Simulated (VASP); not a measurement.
All values below come from PBE GGA, VASP's PBE PAW potentials (set 64) (plane waves; VASP).

VASP ran on this input.

INCAR:
```
SYSTEM = CdS
PREC = Accurate
ENCUT = 350
EDIFF = 1E-6
NELM = 100
ALGO = Normal
LREAL = .FALSE.
LASPH = .TRUE.
ISMEAR = 0
SIGMA = 0.05
GGA = PE
LMAXMIX = 4
LWAVE = .FALSE.
LCHARG = .TRUE.
```

POSCAR:
```
CdS
1
    0.0000000000     2.9614133213     2.9614133213
    2.9614133213     0.0000000000     2.9614133213
    2.9614133213     2.9614133213     0.0000000000
Cd S
1 1
Direct
  1.0000000000   1.0000000000   1.0000000000
  0.2500000000   0.2500000000   0.2500000000
```

### KPOINTS
```
Automatic mesh
0
Gamma
7 7 7
0 0 0
```

POTCAR, in this order: Cd S (PBE.64 set). Program: vasp_std.

Q: Predict the energy per atom (σ→0), band gap (on the k-mesh).

A: 
The energy per atom (σ→0) is -3.071 eV/atom and the band gap (on the k-mesh) comes out as 1.04 eV.

File OSZICAR:
```
...
DAV:   8    -0.614172858737E+01    0.16757E-03   -0.18721E-02   555   0.200E+00    0.272E-01
DAV:   9    -0.614157186051E+01    0.15673E-03   -0.24520E-03   595   0.794E-01    0.716E-02
DAV:  10    -0.614173772600E+01   -0.16587E-03   -0.28620E-04   550   0.165E-01    0.826E-02
DAV:  11    -0.614182364627E+01   -0.85920E-04   -0.13493E-04   548   0.121E-01    0.164E-02
DAV:  12    -0.614181185662E+01    0.11790E-04   -0.43124E-05   686   0.952E-02    0.819E-03
DAV:  13    -0.614181308546E+01   -0.12288E-05   -0.46319E-06   540   0.151E-02    0.692E-03
DAV:  14    -0.614181292840E+01    0.15706E-06   -0.15356E-07   320   0.305E-03
   1 F= -.61418129E+01 E0= -.61418129E+01  d E =-.112207E-11
```

The compound is CdS in the zinc blende structure, a metastable form; wurtzite is the usual one. It was relaxed first, which changed the volume by +5 %.
